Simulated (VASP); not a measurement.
Data:

```
CELL_PARAMETERS angstrom
      3.28100     0.00000     0.00000
     -1.64050     2.84143     0.00000
      0.00000     0.00000    12.81687
ATOMIC_POSITIONS crystal
  W  0.66667 0.33333 0.75000
  W  0.33333 0.66667 0.25000
  Se 0.66667 0.33333 0.37900
  Se 0.33333 0.66667 0.87900
  Se 0.33333 0.66667 0.62100
  Se 0.66667 0.33333 0.12100
```

These are PBE GGA with D3 dispersion (Becke-Johnson damping), VASP's PBE PAW potentials (set 64) (plane waves; VASP) values and carry that method's errors. Run with PREC = Normal, EDIFF = 1E-5, 400 eV cut-off, 10×10×3 Γ-centred mesh, Gaussian smearing of 0.050 eV, potentials W_sv Se.

**Question.** The ions are relaxed. Which structure does the run end with?

**Answer.** 
```
CELL_PARAMETERS angstrom
      3.28100     0.00000     0.00000
     -1.64050     2.84143     0.00000
      0.00000     0.00000    12.81687
ATOMIC_POSITIONS crystal
  W  0.66667 0.33333 0.75000
  W  0.33333 0.66667 0.25000
  Se 0.66667 0.33333 0.38159
  Se 0.33333 0.66667 0.88159
  Se 0.33333 0.66667 0.61841
  Se 0.66667 0.33333 0.11841
```
Space group P6_3/mmc (194), at a tolerance of 0.03 Å.

**Question.** How much energy does the relaxation gain?

**Answer.** The energy (σ→0) changes by -6.9 meV/atom, in 3 ionic steps.

The compound is WSe2 in the 2H layered structure. This run relaxes the ions in a fixed cell. Symmetry was kept, so distortions that lower it aren't found.
